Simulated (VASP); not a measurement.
Input:

```
BiGa
1.0
    0.00000     2.91335     2.91335
    2.91335     0.00000     2.91335
    2.91335     2.91335     0.00000
Bi Ga
1 1
Direct
  0.00000   0.00000   0.00000
  0.50000   0.50000   0.50000
```

Computed with LDA (Ceperley-Alder, Perdew-Zunger), VASP's LDA PAW potentials (set 64) (plane waves; VASP). Run with 400 eV cut-off, Gaussian smearing of 0.050 eV, potentials Bi_d Ga_d.

Question: Give the energies of bands 12 to 17 at the high-symmetry points, in eV from the Fermi level.

Answer: 
```tsv
band	Γ	X	U	L	W
12	-1.49	-5.10	-6.07	-7.50	-5.87
13	0.22	-4.32	-4.54	0.66	-4.04
14	0.22	-2.37	-1.69	0.66	-4.04
15	0.22	-2.37	-0.84	2.15	2.29
16	5.96	3.30	5.56	2.30	3.01
17	5.96	8.78	6.36	2.30	6.88
```

It has no gap at this level: it comes out as a metal or semimetal.

The structure was generated: GaBi was put into the rocksalt type (Fm-3m), which need not be its known phase. It was relaxed first.
